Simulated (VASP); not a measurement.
Input:

```
CELL_PARAMETERS angstrom
      4.66878     0.00000     0.00000
      0.00000     4.66878     0.00000
      0.00000     0.00000     4.66878
ATOMIC_POSITIONS crystal
  Cs 0.00000 0.00000 0.00000
  I  0.50000 0.50000 0.50000
```

Level of theory: PBE GGA, VASP's PBE PAW potentials (set 64) (plane waves; VASP). Settings: 480 eV cut-off, 6×6×6 Γ-centred mesh, Gaussian smearing of 0.050 eV, potentials Cs_sv I.

Energy and stress use the plane-wave basis of the starting cell.

Problem. The ions, cell shape and volume at an external pressure of 10.0 GPa are relaxed. Predict the relaxed structure.

Solution. 
```
CELL_PARAMETERS angstrom
      4.11092     0.00000     0.00000
      0.00000     4.11092     0.00000
      0.00000     0.00000     4.11092
ATOMIC_POSITIONS crystal
  Cs 0.00000 0.00000 0.00000
  I  0.50000 0.50000 0.50000
```
Space group Pm-3m (221), at a tolerance of 0.03 Å.

Problem. How do energy and volume change from the first to the last step?

Solution. The energy (σ→0) changes by +344.2 meV/atom and the volume by -31.7 %, in 6 ionic steps.

The compound is CsI in the CsCl type structure. This run relaxes it under an external pressure of 10 GPa. Symmetry was kept, so distortions that lower it aren't found.
